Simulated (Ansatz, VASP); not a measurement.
Given: the input of a run of VASP 6.6.1 on Zn4TeO3. Atoms were shifted at random by some hundredths of an Å from the given cell, which wasn't relaxed again for these runs. The cell comes from a database or a generator and needn't be the stable form of this composition.

The input INCAR:

```
ALGO     = Normal         # electronic algorithm
EDIFF    = 1E-7           # SCF threshold, eV
ENCUT    = 520            # plane-wave cutoff, eV
GGA      = PE             # functional
ISIF     = 2              # what is computed and relaxed
ISMEAR   = -1             # smearing method
LASPH    = T              # aspherical terms in the spheres
LCHARG   = F              # write CHGCAR
LREAL    = F              # projectors in reciprocal space
LWAVE    = F              # write WAVECAR
NBANDS   = 46             # bands
NELM     = 100            # most SCF steps
PREC     = Accurate       # precision mode
SIGMA    = 0.05           # smearing width, eV
```

File KPOINTS:

```
k-points
0
Gamma
  8 5 5
```

POSCAR

```
Zn4TeO3
1.0
    3.3709845011      0.0000000000      0.0000000000
    0.0000000000      3.6442501593      5.1796490000
    0.0000000000     -3.6442501593      5.1796490000
Te Zn O
1 4 3
Direct
    0.4941470000      0.3531010000      0.3687860000
   -0.0010220000      0.5448140000      0.5583500000
    0.5051620000      0.5264930000      0.9399900000
    0.4959070000      0.9391050000      0.5337190000
   -0.0012170000      0.9921460000      0.9855350000
    0.4908950000      0.8728730000      0.8783970000
   -0.0018990000      0.8707500000      0.3766580000
    0.0142440000      0.3874980000      0.8712110000
```

Potentials or basis: VASP PAW PBE potentials, release 64 (Te, Zn, O).

The run is started by

```bash
$ cat potpaw_PBE.64/Te/POTCAR potpaw_PBE.64/Zn/POTCAR potpaw_PBE.64/O/POTCAR > POTCAR
$ mpirun -np 1 vasp_std > vasp.out
```

**Question.** Set up the same calculation for Ansatz 0.2.0. Potentials or basis there: Ansatz PAW, cutoff 420 eV.

**Answer.** As run (cutoffs and basis follow the program's own potentials, and thresholds, step limits or extra output files can differ):

Contents of input.yaml:

```yaml
crystal:
  lattice:
    - [3.3709845011, 0.0, 0.0]
    - [0.0, 3.6442501593, 5.179649]
    - [0.0, -3.6442501593, 5.179649]
  atoms:
    - { symbol: Te, position: [0.494147, 0.353101, 0.368786] }
    - { symbol: Zn, position: [-0.001022, 0.544814, 0.55835] }
    - { symbol: Zn, position: [0.505162, 0.526493, 0.93999] }
    - { symbol: Zn, position: [0.495907, 0.939105, 0.533719] }
    - { symbol: Zn, position: [-0.001217, 0.992146, 0.985535] }
    - { symbol: O, position: [0.490895, 0.872873, 0.878397] }
    - { symbol: O, position: [-0.001899, 0.87075, 0.376658] }
    - { symbol: O, position: [0.014244, 0.387498, 0.871211] }
hamiltonian:
  xc: pbe
  pseudopotentials: { kind: paw }
kpoints:
  mp_grid: { grid: [8, 5, 5] }
scf:
  occupations: { method: fermi_dirac, width: 0.05 }
output:
  forces: true
  stress: true
  eigenvalues: true
```

Potentials or basis: Ansatz PAW.

Command:

```console
$ ansatz run input.yaml --threads 4 --pin off --max-ram 10240MiB --backend cpu --events-out ev --progress --plain --runs-dir out
```

Both were run:

|  | VASP | Ansatz |
| --- | --- | --- |
| Pressure | 1.5 GPa | 1.0 GPa |
| Largest force | 1.131 eV/Å | 1.067 eV/Å |

Ansatz's pressure holds a Pulay term of +0.40 GPa for its cutoff of 420 eV, which the other run lacks.

The potentials hold 72 and 82 valence electrons a cell.

Where Ansatz's input types no cutoff or centring, it takes its own default and a Γ-centred mesh.

Pressure is positive in compression.
